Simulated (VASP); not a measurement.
Consider the following.

```yaml
crystal:
  lattice:
    - [2.79297, 0.00000, 0.00000]
    - [0.00000, 2.79297, 0.00000]
    - [0.00000, 0.00000, 2.79297]
  atoms:
    - { symbol: Al, position: [0.50000, 0.50000, 0.50000] }
    - { symbol: Co, position: [0.00000, 0.00000, 0.00000] }
```

Level of theory: revTPSS meta-GGA, VASP's PBE PAW potentials (set 64) (plane waves; VASP). Numerical set-up: 520 eV cut-off, 13×13×13 Γ-centred mesh, first-order Methfessel-Paxton smearing of 0.10 eV, potentials Al Co.

Give the stress tensor in GPa (positive for a compressed cell).

```
6.39  0.00  0.00
0.00  6.39  0.00
0.00  0.00  6.39
```
The pressure is its mean diagonal, 6.39 GPa.

The compound is CoAl in the CsCl type structure. This cell is one point of a volume scan, at 0.97 of the reference volume. The run is not spin-polarised, so no magnetic state was tried.
